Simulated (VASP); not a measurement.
A convergence study with VASP on TiAl (space group no. 123 when undisturbed): a few settings are varied, all else stays as given below, so the limit is that of these other settings. One atom is moved off its site, so that forces are finite.

```
AlTi
1.0
    2.84415     0.00000     0.00000
    0.00000     2.84415     0.00000
    0.00000     0.00000     4.09035
Ti Al
1 1
Direct
  0.00000   0.00000   0.01222
  0.50000   0.50000   0.50000
```

Computed with PBE GGA, VASP's PBE PAW potentials (set 64) (plane waves; VASP). The last row used: 300 eV cut-off, 20×20×13 Γ-centred mesh, Gaussian smearing of 0.010 eV, potentials Ti_sv Al.

| setting | E (eV/atom) | pressure (GPa) | largest force (eV/Å) | irreducible k-points |
|---|---|---|---|---|
| SIGMA = 1.0 | -6.1868 | -0.30 | 0.300 | 462 |
| SIGMA = 0.5 | -6.1839 | -1.67 | 0.280 | 462 |
| SIGMA = 0.3 | -6.1826 | -1.97 | 0.272 | 462 |
| SIGMA = 0.2 | -6.1826 | (withheld) | (withheld) | 462 |
| SIGMA = 0.1 | -6.1828 | -2.13 | 0.269 | 462 |
| SIGMA = 0.05 | -6.1827 | -2.14 | 0.269 | 462 |
| SIGMA = 0.02 | -6.1827 | -2.13 | 0.268 | 462 |
| SIGMA = 0.01 | -6.1827 | -2.13 | 0.269 | 462 |

Problem. Fill in the missing entries.

Solution. 
- SIGMA = 0.2, pressure (GPa): -2.06
- SIGMA = 0.2, largest force (eV/Å): 0.270

Left out are rungs that failed or repeat a setting and relaxations that didn't move; long series are thinned to 24 rows.

The structure is a typed TiAl crystal (space group no. 123). The cell was not relaxed at this level, it is distorted from the ideal structure. The electron count is odd and the run is not spin-polarised, which forces a metal.
